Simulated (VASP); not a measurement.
Cost and result of VASP (PAW) for the band gap of KBr (rock salt). Gaps are without spin-orbit coupling. Each level names its cell: its own relaxed one, PBE's, or the starting one. A gap is the smallest over the k-mesh and a band path; hybrids may have named points in place of the path, and GW has the mesh alone. The cost counts the self-consistent run with its band path or extra points (for GW, with the PBE run and the diagonalisation ahead of it), each on the mesh and cut-off of its row, so the ratios hold those differences too. With PBE it took about 50 core-seconds. The timings are rough (shared machines, no repeats); factors under 2 mean little.

The mesh is coarse and the basis finite, so the quasiparticle values are not converged.

Measured: 7.40 eV (as given by Aguado et al., (1998), arXiv:cond-mat/9809176).

```json
[
 {"level": "LDA (own cell)", "k-mesh": "8×8×8", "cut-off (eV)": "520", "band gap (eV)": "4.32", "error (eV)": "-3.08", "cost over PBE": "within a factor of 2"},
 {"level": "PBEsol (own cell)", "k-mesh": "8×8×8", "cut-off (eV)": "520", "band gap (eV)": "4.33", "error (eV)": "-3.07", "cost over PBE": "within a factor of 2"},
 {"level": "PBE (own cell)", "k-mesh": "8×8×8", "cut-off (eV)": "520", "band gap (eV)": "4.31", "error (eV)": "-3.09", "cost over PBE": "reference"},
 {"level": "G0W0@PBE (starting cell)", "k-mesh": "4×4×4", "cut-off (eV)": "500", "band gap (eV)": "6.95", "error (eV)": "-0.45", "cost over PBE": "about 20 times"},
 {"level": "PBE0 (PBE cell)", "k-mesh": "6×6×6", "cut-off (eV)": "520", "band gap (eV)": "6.18", "error (eV)": "-1.22", "cost over PBE": "about 20 times"},
 {"level": "HSE06 (PBE cell)", "k-mesh": "6×6×6", "cut-off (eV)": "520", "band gap (eV)": "5.49", "error (eV)": "-1.91", "cost over PBE": "about 20 times"},
 {"level": "evGW0@PBE (starting cell)", "k-mesh": "4×4×4", "cut-off (eV)": "500", "band gap (eV)": "7.42", "error (eV)": "+0.02", "cost over PBE": "about 50 times"}
]
```

Within 0.2 eV of the measurement lie evGW0@PBE; evGW0@PBE stands at the low end of their costs, about 50 times against PBE.

Left out are levels that failed, ran on another kind of processor or have no fit band path; at most nine are shown.

The compound is KBr in the rock salt structure.
